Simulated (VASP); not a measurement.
LiPm3, 4 atoms in the cell. Symmetry: Pm-3m, No. 221, cubic system. The conventional cell has a = 4.999 Å, b = 4.999 Å, c = 4.999 Å, α = 90.00°, β = 90.00°, γ = 90.00°. Pm (site symmetry 4/mmm) is surrounded by 8 Pm at 3.53 Å and 4 Li at 3.53 Å. Li (site symmetry m-3m) has 12 Pm at 3.53 Å as nearest neighbours. The cell comes from a database or a generator and needn't be the stable form of this composition.

- Program: VASP 6.6.1
- Task: electron localisation function
- Functional: MS2
- Potentials or basis: VASP PAW PBE potentials, release 64 (Pm_3, Li_sv), 4f in core
- Cutoff: 520 eV
- k mesh: 6 × 6 × 6
- Occupations: methfessel-paxton, width 0.2 eV
- Spin: collinear spin, antiferromagnetic start
- Starting moments: [4.0, -4.0, 4.0, 0.0] μB
- Further INCAR settings: ALGO = Normal; EDIFF = 1e-07

Potentials or basis: VASP PAW PBE potentials, release 64 (Pm_3, Li_sv), 4f in core.

Run with:

```sh
$ cat potpaw_PBE.64/Pm_3/POTCAR potpaw_PBE.64/Li_sv/POTCAR > POTCAR
$ mpirun -np 1 vasp_std > vasp.out
```

Hardware: 1 thread of Intel(R) Xeon(R) 6975P-C (Granite Rapids), with other jobs on the host.

**Question.** How long does it take, and how much memory?

**Answer.** It took 8.8 min on 1 thread of Intel(R) Xeon(R) 6975P-C (Granite Rapids) (shared host), peak memory 0.43 GiB. Counts: scf iterations 22, k points 40.
